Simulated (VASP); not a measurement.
# Rb2Cu (P6/mmm) in VASP: single point with PBE

Aim: the single point of Rb2Cu with PBE.

Program: VASP 6.6.1. These are calculated values, not measurements. Logs are shortened: lines on timing, memory, paths and dates and some standing lists are left out, and cuts for length are marked.

### 1 The cell of the first run

Symmetry: P6/mmm, No. 191, hexagonal system. The conventional cell has a = 6.227 Å, b = 6.227 Å, c = 4.057 Å, α = 90.00°, β = 90.00°, γ = 120.00°. Rb (site symmetry -6m2) is surrounded by 5 Rb at 3.60 to 4.06 Å and 6 Cu at 4.13 Å. Cu (site symmetry 6/mmm) has 2 Cu at 4.06 Å and 12 Rb at 4.13 Å as nearest neighbours.

The cell was built by a generator and needn't be a form met in nature.

### 2 Single point, PBE (species swapped into the ErB2 type (P6/mmm, No. 191))

File INCAR:

```
SYSTEM = Rb2Cu
PREC = Accurate ; ENCUT = 520
EDIFF = 1E-6 ; ISMEAR = 0
SIGMA = 0.1 ; LREAL = .FALSE.
LASPH = .TRUE. ; NELM = 100
ALGO = Fast ; ISIF = 2
LWAVE = .FALSE. ; LCHARG = .FALSE.
GGA = PE ; NBANDS = 22
```

File KPOINTS:

```
regular mesh
0
G
  12 12 12
  0 0 0
```

File POSCAR:

```
Rb2Cu
1.0
    6.2271456905      0.0000000000      0.0000000000
   -3.1135728452      5.3928663610      0.0000000000
    0.0000000000      0.0000000000      4.0567454285
Rb Cu
2 1
Direct
    0.3333333333      0.6666666667      0.5000000000
    0.6666666667      0.3333333333      0.5000000000
    0.0000000000      0.0000000000      0.0000000000
```

Potentials or basis: VASP PAW PBE potentials, release 64 (Rb_sv, Cu).

Launch:

```bash
$ cat potpaw_PBE.64/Rb_sv/POTCAR potpaw_PBE.64/Cu/POTCAR > POTCAR
$ mpirun -np 1 vasp_std > vasp.out
```

OUTCAR:

```text
SYSTEM = Rb2Cu
   PREC = Accurate
   ENCUT = 520
   EDIFF = 1E-6
   ISMEAR = 0
   LREAL = .FALSE.
   LASPH = .TRUE.
   NELM = 100
   ISIF = 2
   GGA = PE

 ion  position               nearest neighbor table
   1  0.333  0.667  0.500-   2 3.60   2 3.60   2 3.60   3 4.13   3 4.13   3 4.13   3 4.13   3 4.13
                             3 4.13   2 5.42   2 5.42   2 5.42   2 5.42   2 5.42   2 5.42
   2  0.667  0.333  0.500-   1 3.60   1 3.60   1 3.60   3 4.13   3 4.13   3 4.13   3 4.13   3 4.13
                             3 4.13   1 5.42   1 5.42   1 5.42   1 5.42   1 5.42   1 5.42
   3  0.000  0.000  0.000-   1 4.13   2 4.13   1 4.13   2 4.13   1 4.13   1 4.13   2 4.13   2 4.13
                             2 4.13   2 4.13   1 4.13   1 4.13

  LATTYP: Found a hexagonal cell.
 ALAT       =     6.2271456905
 C/A-ratio  =     0.6514614609

  Lattice vectors:

 A1 = (   6.2271456905,   0.0000000000,   0.0000000000)
 A2 = (  -3.1135728452,   5.3928663610,   0.0000000000)
 A3 = (   0.0000000000,   0.0000000000,   4.0567454285)

Analysis of symmetry for initial positions (statically):
=====================================================================
 Subroutine PRICEL returns:
 Original cell was already a primitive cell.

 Routine SETGRP: Setting up the symmetry group for a
 hexagonal supercell.

 Subroutine GETGRP returns: Found 24 space group operations
 (whereof 24 operations were pure point group operations)
 out of a pool of 24 trial point group operations.

The static configuration has the point symmetry D_6h.

Analysis of symmetry for dynamics (positions and initial velocities):
=====================================================================
 Subroutine PRICEL returns:
 Original cell was already a primitive cell.

 Routine SETGRP: Setting up the symmetry group for a
 hexagonal supercell.

 Subroutine GETGRP returns: Found 24 space group operations
 (whereof 24 operations were pure point group operations)
 out of a pool of 24 trial point group operations.

The dynamic configuration has the point symmetry D_6h.

 Subroutine INISYM returns: Found 24 space group operations
 (whereof 24 operations are pure point group operations),
 and found     1 'primitive' translations

----------------------------------------------------------------------------------------

                                     Primitive cell

  volume of cell :     136.2343

  direct lattice vectors                    reciprocal lattice vectors
     6.227145691  0.000000000  0.000000000     0.160587218  0.092715073  0.000000000
    -3.113572845  5.392866361  0.000000000     0.000000000  0.185430147  0.000000000
     0.000000000  0.000000000  4.056745429     0.000000000  0.000000000  0.246503020

  length of vectors
     6.227145691  6.227145690  4.056745429     0.185430147  0.185430147  0.246503020

  position of ions in fractional coordinates (direct lattice)
     0.333333333  0.666666667  0.500000000
     0.666666667  0.333333333  0.500000000
     0.000000000  0.000000000  0.000000000

  ion indices of the primitive-cell ions
   primitive index   ion index
                 1           1
                 2           2
                 3           3

----------------------------------------------------------------------------------------

 KPOINTS: regular mesh

Automatic generation of k-mesh.
 Grid dimensions read from file:
 generate k-points for:   12   12   12

 Generating k-lattice:

  Cartesian coordinates                     Fractional coordinates (reciprocal lattice)
     0.013382268  0.007726256  0.000000000     0.083333333  0.000000000  0.000000000
     0.000000000  0.015452512  0.000000000     0.000000000  0.083333333  0.000000000
     0.000000000  0.000000000  0.020541918     0.000000000  0.000000000  0.083333333

  Length of vectors
     0.015452512  0.015452512  0.020541918

  Shift w.r.t. Gamma in fractional coordinates (k-lattice)
     0.000000000  0.000000000  0.000000000

 Subroutine IBZKPT returns following result:
 ===========================================

 Found    133 irreducible k-points:

 Following reciprocal coordinates:
            Coordinates               Weight
  0.000000  0.000000  0.000000      1.000000
  0.083333 -0.000000  0.000000      6.000000
  0.166667  0.000000  0.000000      6.000000
  0.250000  0.000000  0.000000      6.000000
  0.333333 -0.000000  0.000000      6.000000
  0.416667  0.000000  0.000000      6.000000
[... 16 lines left out ...]
  0.250000  0.000000  0.083333     12.000000
  0.333333 -0.000000  0.083333     12.000000
 [... further k-points ...]
   k-points           NKPTS =    133   k-points in BZ     NKDIM =    133   number of bands    NBANDS=     22
   number of dos      NEDOS =    301   number of ions     NIONS =      3
   total plane-waves  NPLWV =  69120
   dimension x,y,z NGX =    48 NGY =   48 NGZ =   30
   dimension x,y,z NGXF=    96 NGYF=   96 NGZF=   60
   ions per type =               2   1
   NGX,Y,Z   is equivalent  to a cutoff of  12.81, 12.81, 12.29 a.u.
   NGXF,Y,Z  is equivalent  to a cutoff of  25.63, 25.63, 24.59 a.u.
 SYSTEM =  Rb2Cu
   PREC   = accura    normal or accurate (medium, high low for compatibility)
   ISTART =      0    job   : 0-new  1-cont  2-samecut
   ICHARG =      2    charge: 1-file 2-atom 10-const
   ISPIN  =      1    spin polarized calculation?
   LNONCOLLINEAR =      F non collinear calculations
   LSORBIT =      F    spin-orbit coupling
   LASPH  =      T    aspherical Exc in radial PAW
   ENCUT  =  520.0 eV  38.22 Ry    6.18 a.u.  11.58 11.58  7.54*2*pi/ulx,y,z
   NELM   =    100;   NELMIN=  2; NELMDL= -5     # of ELM steps
   EDIFF  = 0.1E-05   stopping-criterion for ELM
   LREAL  =      F    real-space projection
[... 7 lines left out ...]
   TEBEG  =    0.0;   TEEND  =   0.0 temperature during run
   PSTRESS=    0.0 pullay stress
   NELECT =      29.0000    total number of electrons
   NUPDOWN=      -1.0000    fix difference up-down
   EMIN   =  10.00;   EMAX   =-10.00  energy-range for DOS
   EFERMI =   0.00;   METHOD = LEGACY
   ISMEAR =     0;   SIGMA  =   0.10  broadening in eV -4-tet -1-fermi 0-gaus
   EFERMI_NEDOS =   21; number of points for ismear=-14 and -15
   IALGO  =     68    algorithm
   IMIX   =      4    mixing-type and parameters
     AMIX     =   0.40;   BMIX     =  1.00
     AMIX_MAG =   1.60;   BMIX_MAG =  1.00
  volume/ion in A,a.u.               =      45.41       306.45
  Fermi-wavevector in a.u.,A,eV,Ry     =   0.977489  1.847187 13.000167  0.955485
  Thomas-Fermi vector in A             =   2.108191
   LORBIT       =      0    0 simple, 1 ext, 2 COOP (PROOUT), +10 PAW based schemes
   GGA     = PE    functional components
   LHFCALC =     F    Hartree Fock is set to
   AEXX    =    0.0000 exact exchange contribution
   IVDW    =     0    specifies the selected vdW correction
   LEPSILON=     F    determine dielectric tensor
   LRPA    =     F    only Hartree local field effects (RPA)
 non-spin polarized calculation
 RMM-DIIS sequential band-by-band and
 Gauss-broadening in eV      SIGMA  =   0.10
  energy-cutoff  :      520.00
  volume of cell :      136.23
 maximum number of plane-waves:      3692
 NGX is ok and might be reduce to    48
   NGX = 23   NGY = 23   NGZ = 15

 number of electron      28.9999980 magnetization

 Free energy of the ion-electron system (eV)
  ---------------------------------------------------
  ext. energy  EPLUGINS =         0.00000000
  ---------------------------------------------------
  free energy    TOTEN  =        -4.06543437 eV

  energy without entropy =       -4.06078202  energy(sigma->0) =       -4.06310819

 E-fermi :   1.4316     XC(G=0):  -7.1455

 val. band max:        1.3783062663   @ k =   0.2500   0.0000   0.1667
 cond. band min:       1.4510702988   @ k =   0.2500   0.0000   0.5000
 fundamental gap:      0.0727640325
 Fermi energy:         1.4315623245

 k-point     1 :       0.0000    0.0000    0.0000
  band No.  band energies     occupation
      1     -27.7268      2.00000
      2     -27.5989      2.00000
      3     -12.0979      2.00000
      4     -12.0979      2.00000
      5     -11.6345      2.00000
      6     -11.5024      2.00000
[... 14 lines left out ...]
     21       4.7327      0.00000
     22       6.4294      0.00000

 k-point     2 :       0.0833   -0.0000    0.0000
  band No.  band energies     occupation
      1     -27.7249      2.00000
      2     -27.6009      2.00000
      3     -12.1023      2.00000
      4     -12.0913      2.00000
      5     -11.6322      2.00000
      6     -11.5103      2.00000
[... 14 lines left out ...]
     21       4.8569      0.00000
     22       6.4440      0.00000

 k-point     3 :       0.1667    0.0000    0.0000
  band No.  band energies     occupation
      1     -27.7193      2.00000
      2     -27.6066      2.00000
      3     -12.1138      2.00000
      4     -12.0723      2.00000
      5     -11.6254      2.00000
      6     -11.5327      2.00000
[... 14 lines left out ...]
     21       5.2084      0.00000
     22       6.3509      0.00000

 k-point     4 :       0.2500    0.0000    0.0000
  band No.  band energies     occupation
      1     -27.7107      2.00000
      2     -27.6154      2.00000
      3     -12.1287      2.00000
      4     -12.0439      2.00000
      5     -11.6149      2.00000
      6     -11.5657      2.00000
[... 14 lines left out ...]
     21       5.7273      0.00000
     22       6.1496      0.00000

 k-point     5 :       0.3333   -0.0000    0.0000
  band No.  band energies     occupation
      1     -27.7001      2.00000
      2     -27.6263      2.00000
      3     -12.1430      2.00000
      4     -12.0116      2.00000
      5     -11.6025      2.00000
      6     -11.6019      2.00000
[... 417 lines left out ...]
 k-point    22 :       0.1667    0.0000    0.0833
  band No.  band energies     occupation
      1     -27.7178      2.00000
      2     -27.6052      2.00000
      3     -12.1101      2.00000
      4     -12.0688      2.00000
      5     -11.6533      2.00000
      6     -11.5301      2.00000
[... 14 lines left out ...]
     21       5.0376      0.00000
     22       6.1872      0.00000

 k-point    23 :       0.2500    0.0000    0.0833
  band No.  band energies     occupation
      1     -27.7092      2.00000
      2     -27.6140      2.00000
      3     -12.1251      2.00000
      4     -12.0404      2.00000
      5     -11.6426      2.00000
      6     -11.5628      2.00000
[... 14 lines left out ...]
     21       5.5358      0.00000
     22       5.9520      0.00000

 k-point    24 :       0.3333   -0.0000    0.0833
  band No.  band energies     occupation
      1     -27.6986      2.00000
      2     -27.6248      2.00000
      3     -12.1392      2.00000
      4     -12.0080      2.00000
      5     -11.6300      2.00000
      6     -11.5987      2.00000
[... 14 lines left out ...]
     21       5.6819      0.00000
     22       6.1179      0.00000

 [... further k-points ...]

------------------------ aborting loop because EDIFF is reached ----------------------------------------

  FORCE on cell =-STRESS in cart. coord.  units (eV):
  Direction    XX          YY          ZZ          XY          YZ          ZX
  --------------------------------------------------------------------------------------
  -------------------------------------------------------------------------------------
  Total        0.0253378      0.0253378      0.0509561      0.0000000     -0.0000000      0.0000000
  in kB        0.2979839      0.2979839      0.5992673      0.0000000     -0.0000000      0.0000000
  external PRESSURE =       0.3984117 kB  Pullay stress =       0.0000000 kB

 VOLUME and BASIS-vectors are now :
 -----------------------------------------------------------------------------
  energy-cutoff  :      520.00
  volume of cell :      136.23
      direct lattice vectors                 reciprocal lattice vectors
     6.227145691  0.000000000  0.000000000     0.160587218  0.092715073  0.000000000
    -3.113572845  5.392866361  0.000000000     0.000000000  0.185430147  0.000000000
     0.000000000  0.000000000  4.056745429     0.000000000  0.000000000  0.246503020

 POSITION                                       TOTAL-FORCE (eV/Angst)
 -----------------------------------------------------------------------------------
     -0.00000      3.59524      2.02837         0.000000     -0.000000      0.000000
      3.11357      1.79762      2.02837        -0.000000      0.000000     -0.000000
      0.00000      0.00000      0.00000         0.000000      0.000000      0.000000
 -----------------------------------------------------------------------------------
    total drift:                               -0.000000      0.000000     -0.000000

  FREE ENERGIE OF THE ION-ELECTRON SYSTEM (eV)
  ---------------------------------------------------
  free  energy   TOTEN  =        -4.0654343696 eV

  energy  without entropy=       -4.0607820156  energy(sigma->0) =       -4.06310819
```

Wall time 3.9 min (1 thread of Intel Xeon 6975P-C (Granite Rapids), shared host); peak memory 0.51 GiB.

What came out:

- Free energy: -4.0654 eV
- Pressure: 0.0 GPa
- Band gap on the k mesh: none (metal or under the smearing width)
